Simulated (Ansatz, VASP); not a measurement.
# Mo2C: VASP beside Ansatz, part 2 of 2

Wanted: the spread between two codes on one cell, functional and k mesh. Of the first pair: The structure shown is the end of the Ansatz relaxation below.

VASP 6.6.1 and Ansatz 0.2.0.

So far. Step 3 (VASP: single point, PBEsol, relaxed cell, pair 1): The run ends at a pressure of 0.08 GPa, with forces up to 0.040 eV/Å.

**4. Side by side**

Known differences besides the potentials themselves: Ansatz cuts the interaction across the vacuum, VASP repeats the sheet with a dipole correction; the cutoff is 420 eV in Ansatz and 520 eV in VASP; Ansatz makes its cores anew for this functional, VASP keeps those of its PBE data sets. Total energies have different zeros and are not compared.

At this near-relaxed geometry the largest component of a force difference is 40 meV/Å. With vacuum in the cell, a pressure given here is an average over mostly empty space and none of the material.

**5. Ansatz: relaxation, PBEsol**

The two programs are compared at the cell with which this relaxation starts, whose forces are those of its first step.

The structure compared here is the start of the Ansatz relaxation; VASP solves that cell, so the two are compared at the walk's first step.

The input, input.yaml:

```yaml
crystal:
  lattice:
    - [2.95, 0.0, 0.0]
    - [-1.475, 2.55477, 0.0]
    - [0.0, 0.0, 20.0]
  atoms:
    - { symbol: C, position: [0.0, 0.0, 0.5] }
    - { symbol: Mo, position: [0.333333, 0.666667, 0.56] }
    - { symbol: Mo, position: [0.666667, 0.333333, 0.44] }
  periodic: [true, true, false]
kpoints:
  mp_grid: { grid: [18, 18, 1] }
hamiltonian:
  xc: pbesol
scf:
  occupations: { method: gaussian, width: 0.1 }
output:
  forces: true
  stress: true
  eigenvalues: true
  write_density: true
  write_potential: true
  elf: true
  volumetric_format: npy
relax:
  adjacent_minimum: "off"
  f_tol: 0.005
  max_steps: 80
  cell: { stress_2d_tol: 0.02 }
```

Run with:

```
$ ansatz run input.yaml --threads 8 --pin off --max-ram 14336MiB --backend cpu --events-out ev --progress --plain --runs-dir out
```

Numbers of over 12 decimals in the logs are rounded to 6 here.

The log of the run:

```text
[...]
--- Band table (eV; the first three rows and the last of 37) ---
[...]
--- Relaxed structure (5 steps of the walk, 5 accepted, 2 SCFs on fresh bases) ---
[...]
cell:  # Å, volume = 216.5347 Å³
    - [2.956755, 0.0, 0]
    - [-1.478378, 2.560625, 0]
    - [0, 0, 28.6]
  atoms:
    - { symbol: C, position: [0, 0, 0.349650] }
    - { symbol: Mo, position: [0.333333, 0.666667, 0.390536] }
    - { symbol: Mo, position: [0.666667, 0.333333, 0.308765] }
[key lines of the parts left out:]
SCF converged after 7 iterations
Free energy (F): -10039.071147 eV
Fermi energy:    -5.004042 eV
P = ½ c Tr σ = 0.0031 N/m
```

**6. VASP: single point, PBEsol, start cell, pair 2**

The same cell, functional, mesh and smearing now go to VASP, with its own data sets.

The input, INCAR:

```
SYSTEM = Mo2C
PREC = Accurate
ENCUT = 520
EDIFF = 1E-06
NELM = 120
ISMEAR = 0
SIGMA = 0.1
LREAL = .FALSE.
ALGO = Normal
GGA = PS
NBANDS = 22
LASPH = .TRUE.
LORBIT = 11
LWAVE = .FALSE.
LCHARG = .FALSE.
ISIF = 2
LDIPOL = .TRUE.
IDIPOL = 3
DIPOL = 0.5 0.5 0.35
LVHAR = .TRUE.
GGA_COMPAT = .FALSE.
NELMDL = -8
```

The input, POSCAR:

```
Mo2C
1.0
    2.9499970000      0.0000000000      0.0000000000
   -1.4749990000      2.5547720000      0.0000000000
    0.0000000000      0.0000000000     28.6000000000
C Mo
1 2
Direct
    0.0000000000      0.0000000000      0.3496503497
    0.3333335768      0.6666669276      0.3916083916
    0.6666669579      0.3333334638      0.3076923077
```

The input, KPOINTS:

```
Automatic mesh
0
Gamma
18 18 1
0 0 0
```

Potentials, in the order of the species: C and Mo_sv (PBE family, release 64).

Run with:

```
$ mpirun -np 1 vasp_std
```

The log of the run:

```text
[banner, memory and clock lines left out]
running    1 mpi-ranks, on    1 nodes
[...]
[... a notice as in an earlier step ...]

 LDA part: xc-table for (Slater+PW92), standard interpolation
 POSCAR, INCAR and KPOINTS ok, starting setup
[...]
entering main loop
       N       E                     dE             d eps       ncg     rms          rms(c)
DAV:   1     0.245668869582E+03    0.24567E+03   -0.18609E+04  2276   0.117E+03
DAV:   2    -0.223024188870E+02   -0.26797E+03   -0.26005E+03  2170   0.318E+02
DAV:   3    -0.353355021305E+02   -0.13033E+02   -0.12454E+02  2038   0.619E+01
DAV:   4    -0.357582551370E+02   -0.42275E+00   -0.41621E+00  2048   0.102E+01
[...]
DAV:  23    -0.306517736410E+02   -0.55727E-05   -0.21223E-07  1210   0.145E-03    0.308E-04
DAV:  24    -0.306517759798E+02   -0.23387E-05   -0.81161E-08  1188   0.646E-04    0.169E-04
DAV:  25    -0.306517765771E+02   -0.59729E-06   -0.19291E-08  1192   0.386E-04
   1 F= -.30651777E+02 E0= -.30646675E+02  d E =-.102028E-01
```

OUTCAR, selected parts (step 6):

```text
  Total       -0.8892178     -0.8892175     -0.9130801      0.0000002     -0.0000000     -0.0000000
  in kB       -6.6096576     -6.6096558     -6.7870292      0.0000013     -0.0000000     -0.0000000
  external PRESSURE =      -6.6687809 kB  Pullay stress =       0.0000000 kB

 POSITION                                       TOTAL-FORCE (eV/Angst)
 -----------------------------------------------------------------------------------
      0.00000      0.00000     10.00000        -0.000000      0.000000      0.000000
      0.00000      1.70318     11.20000         0.000000     -0.000000     -0.372765
      1.47500      0.85159      8.80000        -0.000000      0.000000      0.372765
 -----------------------------------------------------------------------------------
    total drift:                               -0.001716     -0.001716     -0.000005

  FREE ENERGIE OF THE ION-ELECTRON SYSTEM (eV)
  ---------------------------------------------------
  free  energy   TOTEN  =       -30.6517765771 eV

  energy  without entropy=      -30.6415737723  energy(sigma->0) =      -30.64667517

[... 1 part as in an earlier step ...]

[... 2 further parts left out ...]
[key lines of the parts left out:]
E-fermi :  -2.0360
```

The run ends at a pressure of -0.67 GPa, with forces up to 0.37 eV/Å.

**7. Comparison**

What differs besides the data sets and the points named for the pairs above, as far as they apply: Ansatz takes its cutoff from its data sets, VASP runs at 520 eV. Total energies have different zeros and are not compared.

Forces (eV/Å; atoms numbered as in POSCAR):

```csv
atom,"Ansatz x, y, z","VASP x, y, z"
C1,"0.000, 0.000, 0.000","0.000, 0.000, 0.000"
Mo2,"0.000, 0.000, -0.407","0.000, 0.000, -0.373"
Mo3,"0.000, 0.000, 0.407","0.000, 0.000, 0.373"
```

The forces differ by 16 meV/Å r.m.s., which is 9.3 % of the r.m.s. force of 0.176 eV/Å (both taken over all components). With vacuum in the cell, a pressure given here is an average over mostly empty space and none of the material.

**8. Results**

* r.m.s. force difference (single point, PBEsol, relaxed cell, pair 1): 19 meV/Å
* r.m.s. force difference (single point, PBEsol, start cell, pair 2): 16 meV/Å

The r.m.s. force difference is 19 meV/Å (single point, PBEsol, relaxed cell, pair 1), beyond the 12 meV/Å picked in this series as the mark of a large difference. What causes the difference of the single point, PBEsol, relaxed cell, pair 1 pair stays open here. What causes the difference of the single point, PBEsol, start cell, pair 2 pair stays open here. 1 further run of this series is not shown here. How closely two codes agree says nothing of how well the functional describes the real material.

[Lines on the potential files, build, host, timing and source positions are cut from VASP's logs without a mark.]

[Logs are printed without paths, hosts, clocks, repeated set-up lines and the standing remarks that a program may print on its own settings, such as how far it seeks lower states.]

[Hosts, paths, dates, database ids (printed as entryN), source tags and the programs' standing remarks are cut or masked in the printed files.]
